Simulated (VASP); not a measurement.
An input for Quantum ESPRESSO's pw.x (written as the equivalent of a VASP run, and not itself run):

```
&CONTROL
  calculation = 'scf'
  pseudo_dir = './pseudo'
  outdir = './out'
  tprnfor = .true.
  tstress = .true.
/
&SYSTEM
  ibrav = 0
  nat = 2
  ntyp = 2
  ecutwfc = 92
  occupations = 'smearing'
  smearing = 'gaussian'
  degauss = 0.003675
  input_dft = 'pbe'
  vdw_corr = 'grimme-d3'
  dftd3_version = 3
  dftd3_threebody = .false.
/
&ELECTRONS
  conv_thr = 7.3e-08
  electron_maxstep = 100
/
ATOMIC_SPECIES
  Cu 63.546 Cu.upf
  Cl 35.450 Cl.upf
CELL_PARAMETERS angstrom
     0.0000000    2.7591000    2.7591000
     2.7591000    0.0000000    2.7591000
     2.7591000    2.7591000    0.0000000
ATOMIC_POSITIONS crystal
  Cu   0.0000000  0.0000000  0.0000000
  Cl   0.2500000  0.2500000  0.2500000
K_POINTS automatic
  8 8 8 0 0 0
```

**Question.** Translate this input to VASP (INCAR, KPOINTS, POSCAR, choice of POTCAR).

**Answer.** This is not unique; one that fits is 
**KPOINTS**
```
Automatic
0
gamma
8 8 8
```

File POSCAR:
```
CuCl
5.51820
  0.0000000000   0.5000000000   0.5000000000
  0.5000000000   0.0000000000   0.5000000000
  0.5000000000   0.5000000000   0.0000000000
Cu Cl
1 1
Cart
  0.0000000000   0.0000000000   0.0000000000
  0.2500000000   0.2500000000   0.2500000000
```

INCAR:
```
SYSTEM=CuCl
PREC=Accurate; ENCUT=400; LREAL=F
LASPH=T
EDIFF=1E-6; NELM=100; ALGO=Normal
LMAXMIX=4
ISMEAR=0; SIGMA=0.05
GGA=PE; IVDW=11
ISIF=2
LWAVE=F; LCHARG=F
```

POTCAR, in this order: Cu Cl (PBE.64 set). Program: vasp_std.

Limits of the translation: the potentials are each code's own (VASP's PAW set, PseudoDojo norm-conserving files in pw.x), so ENCUT and ecutwfc are chosen apart and not converted; conv_thr bounds pw.x's estimated SCF error, while EDIFF bounds the energy change between steps.

The compound is CuCl in the zinc blende structure. The cell was not relaxed at this level. The run is one of a series of settings (IVDW = 11 against the base run), some of them coarse on purpose.
